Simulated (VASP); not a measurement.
Given:

```
AgB
1.0
    2.90136     0.00000     0.00000
    0.00000     2.90136     0.00000
    0.00000     0.00000     2.90136
Ag B
1 1
Direct
  0.00000   0.00000   0.00000
  0.50000   0.50000   0.50000
```

The numbers are results of r2SCAN meta-GGA, VASP's PBE PAW potentials (set 64) (plane waves; VASP 6.6.1), not measurements. Settings: 600 eV cut-off, 12×12×12 Γ-centred mesh, first-order Methfessel-Paxton smearing of 0.10 eV, potentials Ag B.

Stress in GPa, positive for a compressed cell; the cube axes lie along x, y and z, and the ions stay on their sites.

| strain | σxx | σyy | σzz |
|---|---|---|---|
| none | 0.47 | 0.47 | 0.47 |
| εxx = -0.5 %, εyy = -0.5 %, εzz = -0.5 % | 2.68 | 2.68 | 2.68 |
| εyy = +0.5 %, εzz = +0.5 % | -0.62 | -1.02 | -1.02 |

### Question
Fit C11 and C12 to these rows, and predict the stress for εxx = +4.0 %, εyy = +4.0 %, εzz = +4.0 %.

### Answer
Least squares on Δσ_i = −C11 ε_i − C12 (ε_j + ε_k) over all components shown gives C11 = 197 GPa and C12 = 117 GPa, and so σxx, σyy, σzz = -16.78, -16.78, -16.78 GPa. The run gave -11.31, -11.31, -11.31 GPa; the difference holds the non-linear terms and numerical noise.

Left out are shears, moved atoms, failed runs and, from the fit, strains over 2.5 %.

The structure was generated: AgB was put into the CsCl type (Pm-3m), which need not be its known phase.
